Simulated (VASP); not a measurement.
Calculation: LDA (Ceperley-Alder, Perdew-Zunger), VASP's LDA PAW potentials (set 64) (plane waves; VASP).

VASP ran on this input.

**POSCAR**
```
MnSi
1.0
  4.3972164726   0.0000000000   0.0000000000
  0.0000000000   4.3972164726   0.0000000000
  0.0000000000   0.0000000000   4.3972164726
Mn Si
4 4
Cartesian
  3.7903662466   2.8054584623   1.5917580103
  1.5917580103   3.7903662466   2.8054584623
  0.6068502260   0.6068502260   0.6068502260
  2.8054584623   1.5917580103   3.7903662466
  0.6788110403   1.5197971960   2.8774192766
  2.8774192766   0.6788110403   1.5197971960
  3.7184054323   3.7184054323   3.7184054323
  1.5197971960   2.8774192766   0.6788110403
```

**KPOINTS**
```
Automatic mesh
0
gamma
  7 7 7
```

INCAR:
```
SYSTEM=MnSi
PREC=Accurate; ENCUT=500; LREAL=F
LASPH=T
EDIFF=1E-6; NELM=100; ALGO=Normal
LMAXMIX=4
ISMEAR=1; SIGMA=0.1
MAGMOM=4*0.6 4*-0.0
ISPIN=2
IBRION=2; NSW=40; ISIF=3
EDIFFG=-0.02; PSTRESS=50
LWAVE=F; LCHARG=F; LORBIT=10
```

POTCAR, in this order: Mn_pv Si (LDA.64 set). Program: vasp_std.

What VASP printed:

OUTCAR:
```
 ion  position               nearest neighbor table
   1  0.862  0.638  0.362-   5 2.23   6 2.32   7 2.32   8 2.32   6 2.45   7 2.45   8 2.45   4 2.70
                             2 2.70   2 2.70   4 2.70   3 2.70   3 2.70
   2  0.362  0.862  0.638-   6 2.23   5 2.32   7 2.32   8 2.32   8 2.45   5 2.45   7 2.45   3 2.70
                             1 2.70   1 2.70   3 2.70   4 2.70   4 2.70
   3  0.138  0.138  0.138-   7 2.23   6 2.32   5 2.32   8 2.32   8 2.45   5 2.45   6 2.45   2 2.70
                             4 2.70   2 2.70   4 2.70   1 2.70   1 2.70
   4  0.638  0.362  0.862-   8 2.23   6 2.32   7 2.32   5 2.32   5 2.45   6 2.45   7 2.45   1 2.70
                             1 2.70   3 2.70   3 2.70   2 2.70   2 2.70
   5  0.154  0.346  0.654-   1 2.23   2 2.32   3 2.32   4 2.32   2 2.45   3 2.45   4 2.45   8 2.72
                             6 2.72   8 2.72   7 2.72   7 2.72   6 2.72
   6  0.654  0.154  0.346-   2 2.23   1 2.32   3 2.32   4 2.32   4 2.45   1 2.45   3 2.45   8 2.72
                             7 2.72   5 2.72   8 2.72   7 2.72   5 2.72
   7  0.846  0.846  0.846-   3 2.23   2 2.32   1 2.32   4 2.32   4 2.45   1 2.45   2 2.45   5 2.72
                             6 2.72   8 2.72   6 2.72   5 2.72   8 2.72
   8  0.346  0.654  0.154-   4 2.23   2 2.32   3 2.32   1 2.32   1 2.45   2 2.45   3 2.45   7 2.72
                             5 2.72   5 2.72   6 2.72   6 2.72   7 2.72
  LATTYP: Found a simple cubic cell.
 ALAT       =     4.3972164726
 Subroutine PRICEL returns:
 Original cell was already a primitive cell.
 Subroutine GETGRP returns: Found 12 space group operations
The static configuration has the point symmetry C_3 .
 The point group associated with its full space group is T   .
The dynamic configuration has the point symmetry C_3 .
...
```

OSZICAR:
```
       N       E                     dE             d eps       ncg     rms          rms(c)
DAV:   1     0.806704073497E+03    0.80670E+03   -0.35573E+04  3936   0.195E+03
DAV:   2    -0.747198480047E+01   -0.81418E+03   -0.79352E+03  3936   0.578E+02
DAV:   3    -0.755662503709E+02   -0.68094E+02   -0.66002E+02  4678   0.171E+02
DAV:   4    -0.776112926761E+02   -0.20450E+01   -0.20185E+01  4695   0.297E+01
DAV:   5    -0.776533521918E+02   -0.42060E-01   -0.42040E-01  4656   0.468E+00    0.382E+01
DAV:   6    -0.776454786764E+02    0.78735E-02   -0.20728E+02  4983   0.100E+02    0.265E+01
DAV:   7    -0.689494602424E+02    0.86960E+01   -0.76960E+01  4462   0.618E+01    0.942E+00
DAV:   8    -0.688012274606E+02    0.14823E+00   -0.30768E+00  4196   0.963E+00    0.243E+00
DAV:   9    -0.687500436560E+02    0.51184E-01   -0.25576E-01  5075   0.321E+00    0.101E+00
DAV:  10    -0.687462736083E+02    0.37700E-02   -0.77527E-03  4479   0.695E-01    0.580E-01
DAV:  11    -0.687454738258E+02    0.79978E-03   -0.42021E-03  4945   0.378E-01    0.173E-01
DAV:  12    -0.687457673284E+02   -0.29350E-03   -0.86489E-04  5518   0.174E-01    0.898E-02
DAV:  13    -0.687458244122E+02   -0.57084E-04   -0.22696E-04  5116   0.934E-02    0.300E-02
DAV:  14    -0.687458267193E+02   -0.23071E-05   -0.14525E-05  4565   0.226E-02    0.169E-02
DAV:  15    -0.687458266025E+02    0.11678E-06   -0.79615E-07  2294   0.731E-03
   1 F= -.66092486E+02 E0= -.66093643E+02  d E =-.660925E+02  mag=     1.9115
```

### OUTCAR
```
------------------------ aborting loop because EDIFF is reached ----------------------------------------
  FORCE on cell =-STRESS in cart. coord.  units (eV):
  Direction    XX          YY          ZZ          XY          YZ          ZX
  --------------------------------------------------------------------------------------
  Total        2.6618331      2.6618331      2.6618331      0.0000000      0.0000000      0.0000000
  in kB       50.1600387     50.1600387     50.1600387      0.0000000      0.0000000      0.0000000
  external PRESSURE =       0.1600387 kB  Pullay stress =      50.0000000 kB
  volume of cell :       85.02
      direct lattice vectors                 reciprocal lattice vectors
     4.397216473  0.000000000  0.000000000     0.227416596  0.000000000  0.000000000
     0.000000000  4.397216473  0.000000000     0.000000000  0.227416596  0.000000000
     0.000000000  0.000000000  4.397216473     0.000000000  0.000000000  0.227416596
 POSITION                                       TOTAL-FORCE (eV/Angst)
 -----------------------------------------------------------------------------------
      3.79037      2.80546      1.59176        -0.008745      0.008745     -0.008745
      1.59176      3.79037      2.80546        -0.008745     -0.008745      0.008745
      0.60685      0.60685      0.60685         0.008745      0.008745      0.008745
      2.80546      1.59176      3.79037         0.008745     -0.008745     -0.008745
      0.67881      1.51980      2.87742        -0.005989      0.005989     -0.005989
      2.87742      0.67881      1.51980        -0.005989     -0.005989      0.005989
      3.71841      3.71841      3.71841         0.005989      0.005989      0.005989
      1.51980      2.87742      0.67881         0.005989     -0.005989     -0.005989
 -----------------------------------------------------------------------------------
    total drift:                                0.000001     -0.000000      0.000000
  FREE ENERGIE OF THE ION-ELECTRON SYSTEM (eV)
  ---------------------------------------------------
  free  energy   TOTEN  =       -68.7458266025 eV

  energy  without entropy=      -68.7492974858  energy(sigma->0) =      -68.74698356
  enthalpy is  TOTEN    =       -66.0924862578 eV   P V=        2.6533403447

 total charge

# of ion       s       p       d       tot
------------------------------------------
    1        0.363   6.439   5.412  12.214
    2        0.363   6.439   5.412  12.214
    3        0.363   6.439   5.412  12.214
    4        0.363   6.439   5.412  12.214
    5        0.753   0.964   0.000   1.717
    6        0.753   0.964   0.000   1.717
    7        0.753   0.964   0.000   1.717
    8        0.753   0.964   0.000   1.717
--------------------------------------------------
tot          4.463  29.613  21.648  55.724

 magnetization (x)

# of ion       s       p       d       tot
------------------------------------------
    1       -0.000   0.002   0.488   0.490
    2       -0.000   0.002   0.488   0.490
    3       -0.000   0.002   0.488   0.490
    4       -0.000   0.002   0.488   0.490
    5       -0.005  -0.012   0.000  -0.017
    6       -0.005  -0.012   0.000  -0.017
    7       -0.005  -0.012   0.000  -0.017
    8       -0.005  -0.012   0.000  -0.017
--------------------------------------------------
tot         -0.019  -0.040   1.952   1.893

 reached required accuracy - stopping structural energy minimisation
```
(Selected blocks of OUTCAR.)

The moments were started parallel, and other spin orders were not tried in this run.

The compound is MnSi in the B20 structure. It was relaxed first under an external pressure of 5 GPa.
